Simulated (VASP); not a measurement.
Input:

```
CELL_PARAMETERS angstrom
     -1.85457     1.85457     4.37974
      1.85457    -1.85457     4.37974
      1.85457     1.85457    -4.37974
ATOMIC_POSITIONS crystal
  Ti 0.75000 0.25000 0.50000
  Ti 0.00000 0.00000 0.00000
  O  0.53096 0.03096 0.50000
  O  0.78096 0.78096 0.00000
  O  0.21904 0.21904 0.00000
  O  0.96904 0.46904 0.50000
```

Calculation: LDA (Ceperley-Alder, Perdew-Zunger), VASP's LDA PAW potentials (set 64) (plane waves; VASP). Numerical set-up: 620 eV cut-off, 8×8×8 Γ-centred mesh, Gaussian smearing of 0.050 eV, potentials Ti_sv O.

Energy and stress use the plane-wave basis of the starting cell.

Problem. The ions, cell shape and volume at an external pressure of 30.0 GPa are relaxed. What does this cell relax into?

Solution. 
```
CELL_PARAMETERS angstrom
     -1.84962     1.84962     4.21254
      1.84962    -1.84962     4.21254
      1.84962     1.84962    -4.21254
ATOMIC_POSITIONS crystal
  Ti 0.75000 0.25000 0.50000
  Ti 0.00000 0.00000 0.00000
  O  0.52444 0.02444 0.50000
  O  0.77444 0.77444 0.00000
  O  0.22556 0.22556 0.00000
  O  0.97556 0.47556 0.50000
```
Space group I4_1/amd (141), at a tolerance of 0.03 Å.

Problem. How do energy and volume change from the first to the last step?

Solution. The energy (σ→0) changes by +67.0 meV/atom and the volume by -4.3 %, in 13 ionic steps.

| step | E(σ→0) (eV) | max force (eV/Å) | pressure (GPa) | volume (Å³) |
|---|---|---|---|---|
| 1 | -58.4715 | 0.015 | 20.06 | 60.26 |
| 2 | -57.2738 | 0.839 | 55.39 | 54.98 |
| 3 | -58.2093 | 0.252 | 29.80 | 58.56 |
| 4 | -58.2028 | 0.257 | 29.94 | 58.53 |
| 5 | -58.1964 | 0.262 | 30.14 | 58.49 |
| 6 | -58.1725 | 0.088 | 30.24 | 58.32 |
| 7 | -58.1493 | 0.043 | 30.32 | 58.19 |
| 8 | -58.1461 | 0.045 | 30.15 | 58.15 |
| 9 | -58.1334 | 0.049 | 29.67 | 58.03 |
| 10 | -58.0921 | 0.057 | 28.76 | 57.77 |
| 11 | -58.1008 | 0.054 | 28.97 | 57.82 |
| 12 | -58.0549 | 0.026 | 30.55 | 57.57 |
| 13 | -58.0697 | 0.000 | 30.06 | 57.65 |

The compound is TiO2 in the anatase structure, one of several forms; rutile is the usual stable one. This run relaxes it under an external pressure of 30 GPa. Symmetry was kept, so distortions that lower it aren't found.
